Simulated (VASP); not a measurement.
Level of theory: PBEsol GGA, VASP's PBE PAW potentials (set 64) (plane waves; VASP).

VASP input:

INCAR:
```
ALGO = Normal
EDIFF = 1E-7
EDIFFG = -0.01
ENCUT = 480
GGA = PS
IBRION = 2
ISIF = 2
ISMEAR = 0
LASPH = .TRUE.
LCHARG = .FALSE.
LMAXMIX = 4
LREAL = .FALSE.
LWAVE = .FALSE.
NELM = 100
NSW = 30
PREC = Accurate
SIGMA = 0.05
SYSTEM = AgCl
```

KPOINTS:
```
Automatic
0
gamma
  8 8 8
0 0 0
```

POSCAR:
```
AgCl
1
    0.0000000000     2.7468248669     2.7468248669
    2.7468248669     0.0000000000     2.7468248669
    2.7468248669     2.7468248669     0.0000000000
Ag Cl
1 1
Direct
  1.0000000000   1.0000000000   0.0000000000
  0.5000000000   0.5000000000   0.5000000000
```

POTCAR, in this order: Ag Cl (PBE.64 set). Program: vasp_std.

Question: What will the output report for the number of irreducible k-points (NKPTS), number of bands (NBANDS), largest plane-wave count, number of space-group operations, FFT grid (NGX, NGY, NGZ)?

Answer: 
```
Quantity                                       Value
--------------------------------------  ------------
number of irreducible k-points (NKPTS)            29
number of bands (NBANDS)                          13
largest plane-wave count                         999
number of space-group operations                  48
FFT grid (NGX, NGY, NGZ)                28 × 28 × 28
```

The compound is AgCl in the rock salt structure. This cell was strained or had an atom moved on purpose.
